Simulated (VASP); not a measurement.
# Pressure and energy of rock-salt LaBi within 6 % of its equilibrium volume, r2SCAN + rVV10

In rock-salt LaBi each lanthanum has six bismuth neighbours and gives up most of its three valence electrons to fill the bismuth 6p shell. Symmetry fixes both atoms, so an even scaling of the cell changes only one length, the La–Bi distance, which is the cube root of the volume per atom: about 3.2 Å in the smallest cell and 3.4 Å in the largest. I follow the pressure from the stress tensor, positive when the crystal is compressed, and the energy per atom above the lowest row. Volume changes are counted from the fitted minimum at 36.42 Å³ per atom. The two columns matter together because the pressure should be the negative slope of the energy, so each checks the other.

## Method

A cell from the Materials Project database, relaxed at this level and then scaled evenly, fractional positions kept. VASP 6.6.1, plane waves with PAW, r2SCAN + rVV10, cutoff 400 eV, k mesh 6×6×6, no spin polarisation, no spin-orbit coupling, static lattice. A Birch-Murnaghan fit to the energies has its minimum at 36.42 Å³ per atom.

Notes on method and selection:

- The pressure is that of a finite plane-wave basis, so it need not vanish exactly at the minimum of the energy.
- Only series whose fit has its minimum inside the range and an error under 0.5 meV per atom are shown.
- Where rows or columns differ in functional or spin-orbit coupling, non-spherical gradient terms in the PAW spheres (LASPH) may be on in some and off in others.
- Runs that did not converge, have known faults or may not be shown are not listed, and runs on Ansatz's PAW sets soft_1 and soft_2 are kept to separate tables.

Columns:

- volume change (%): volume relative to the fitted equilibrium volume.
- pressure (GPa): pressure from the stress tensor (positive: compressed).
- energy (meV/atom): energy per atom above the lowest point of the series.

Input lines of one member:

```
PREC = Accurate
ENCUT = 400
EDIFF = 1E-06
NELM = 100
ISMEAR = 1
SIGMA = 0.2
LREAL = .FALSE.
ALGO = Normal
METAGGA = R2SCAN
LUSE_VDW = .TRUE.
IVDW_NL = 2
BPARAM = 11.95
CPARAM = 0.0093
LASPH = .TRUE.
NBANDS = 19
```

Command (options for logging and memory left out): `mpirun -np 2 vasp_std`

## The series

| member | volume change (%) | pressure (GPa) | energy (meV/atom) |
| --- | --- | --- | --- |
| 34.22 Å³ | −6.03 | 3.72 | 24.7 |
| 34.95 Å³ | −4.03 | 2.37 | 10.6 |
| 35.68 Å³ | −2.03 | 1.11 | 2.5 |
| 36.41 Å³ | −0.03 | −0.02 | 0.0 |
| 37.13 Å³ | 1.97 | −1.02 | 2.2 |
| 37.86 Å³ | 3.97 | −1.92 | 8.8 |
| 38.59 Å³ | 5.97 | −2.74 | 19.3 |

Least-squares fits to the whole series, with x = volume change (%); R² and errors in the fitted variable (y, or ln y where the fit is in ln y):

| y | members | fit | R² | rms residual | leave-one-out rms | the same for the mean of the others |
| --- | --- | --- | --- | --- | --- | --- |
| pressure (GPa) | 7 | y = −0.02611 − 0.5365 x + 0.01402 x² | 1.00 | 0.0098 | 0.021 | 2.5 |
| energy (meV/atom) | 7 | y = −0.08641 − 0.3222 x + 0.6128 x² | 1.00 | 0.51 | 1.4 | 10 |

## What drives the series

The pressure falls from 3.72 GPa in the smallest cell to −2.74 GPa in the largest, and it falls ever more slowly: by 3.72 − 2.37 = 1.35 GPa over the first step of 2 % and by 2.74 − 1.92 = 0.82 GPa over the last. The energy rises on both sides of the minimum, more steeply under compression.

I attribute the asymmetry to the repulsion between overlapping electron shells, which grows faster on shortening the La–Bi distance than the attraction between the charged ions does. The columns show the stiffening but do not resolve it into these parts.

For a model I make three assumptions.

1. The energy is a smooth function of volume alone. This suits a static lattice whose atoms cannot shift within the cell.
2. The pressure is zero at the energy minimum, x = 0, where x is the volume change in per cent.
3. Two terms of the expansion in x are enough.

The pressure is then

P = −a x + b x²

with a and b positive. The first term is the elastic response, and the second makes the crystal stiffer when compressed and softer when stretched.

The bulk modulus is B = −V dP/dV, which at x = 0 gives B₀ = 100 a. Differentiating B once more with respect to pressure gives B′ = 200 b/a − 1.

The energy needs no new parameter. Since dE = −P dV and dV = (36.42/100) dx, integration from x = 0 gives

E = k (a x²/2 − b x³/3)

where k = 36.42 × 6.24 / 100 = 2.27, because 1 GPa Å³ is 6.24 meV. With P in GPa and x in per cent, E comes out in meV per atom. The cubic term raises the energy for negative x and lowers it for positive x, as the table requires.

## The model against the table

I fix the model on the pressures at 34.95 Å³ and 37.86 Å³, one on each side of the minimum. Dividing each pressure by its volume change gives two linear equations:

a + 4.03 b = 2.37 / 4.03 = 0.5881

a − 3.97 b = 1.92 / 3.97 = 0.4836

Their difference gives b = (0.5881 − 0.4836) / (4.03 + 3.97) = 0.01306, and then a = 0.5881 − 4.03 × 0.01306 = 0.5355. The bulk modulus is therefore about 54 GPa, and B′ = 200 × 0.01306 / 0.5355 − 1 = 3.9.

The pressures of four other members follow:

- 34.22 Å³: 0.5355 × 6.03 + 0.01306 × 6.03² = 3.70 GPa; the table has 3.72.
- 35.68 Å³: 0.5355 × 2.03 + 0.01306 × 2.03² = 1.14 GPa; the table has 1.11.
- 37.13 Å³: −0.5355 × 1.97 + 0.01306 × 1.97² = −1.00 GPa; the table has −1.02.
- 38.59 Å³: −0.5355 × 5.97 + 0.01306 × 5.97² = −2.73 GPa; the table has −2.74.

The energies are a harder test, because they entered a and b only through the position of the minimum, from which x is counted. I take the two end members:

- 34.22 Å³: 2.27 × (0.5355 × 6.03² / 2 + 0.01306 × 6.03³ / 3) = 24.3 meV per atom; the table has 24.7.
- 38.59 Å³: 2.27 × (0.5355 × 5.97² / 2 − 0.01306 × 5.97³ / 3) = 19.6 meV per atom; the table has 19.3.

Two pressures thus reproduce the energies at both ends to within 0.4 meV per atom.

## Outliers

Largest departures from the fit to the whole series:

| member | pressure (GPa) | fit | computed − fit | in rms residuals |
| --- | --- | --- | --- | --- |
| 37.86 Å³ | −1.92 | −1.94 | +0.02 | 1.5 |
| 35.68 Å³ | 1.11 | 1.12 | −0.01 | 1.1 |
| 38.59 Å³ | −2.74 | −2.73 | −0.01 | 1.1 |
| 36.41 Å³ | −0.02 | −0.01 | −0.01 | 1.0 |

The curvature cannot be left out. With a alone, the smallest cell would have 0.5355 × 6.03 = 3.23 GPa instead of 3.72, and the largest −0.5355 × 5.97 = −3.20 GPa instead of −2.74. Both tabled pressures lie higher, by almost 0.5 GPa.

With b included, the clearest failure is at 36.41 Å³, where the model gives +0.02 GPa and the table −0.02. Here the second assumption fails: the stress does not vanish at the energy minimum. The energies show the same fault. Between the two smallest cells their slope gives (24.7 − 10.6) / (2.27 × 2.00) = 3.11 GPa, while the mean tabled pressure is (3.72 + 2.37) / 2 = 3.045 GPa. Over the other five steps the slope is also the higher, by up to about 0.04 GPa, though the smallest differences are within rounding. The finite plane-wave basis is the likely cause, since its stress contains a spurious pull towards smaller volume.

The error matters most for B′. If the stress is 0.03 GPa too low at both fixing members, where x² is about 16, b is too small by 0.03 / 16 = 0.002 and B′ by 200 × 0.002 / 0.5355 = 0.7. The quadratic fit to all seven pressures, which leaves the pressure at x = 0 free, does give a higher B′: 200 × 0.01402 / 0.5365 − 1 = 4.2.

## Summary

From −6.03 to 5.97 %, two constants give every tabled pressure to within 0.04 GPa, against an rms error of 2.5 GPa when each is guessed as the mean of the others. The bulk modulus is well fixed by them, its pressure derivative much less so.

The calculation leaves out spin-orbit coupling, which is strong in bismuth, and lattice vibration. At room temperature vibration adds roughly 80 meV per atom, the classical 3kT, which is more than the whole energy range of the table. That energy itself hardly changes with volume, but the vibrational free energy falls as the crystal expands and its frequencies drop. This acts as a positive pressure of roughly 2 × 80 / (36.42 × 6.24) = 0.7 GPa, taking a Grüneisen parameter of about 2, and would expand the crystal by roughly 0.7 / 0.54 = 1.3 %. A room-temperature volume should therefore not be set directly against the static minimum.

[Logs are printed without paths, hosts, clocks, repeated set-up lines and the standing remarks that a program may print on its own settings, such as how far it seeks lower states.]
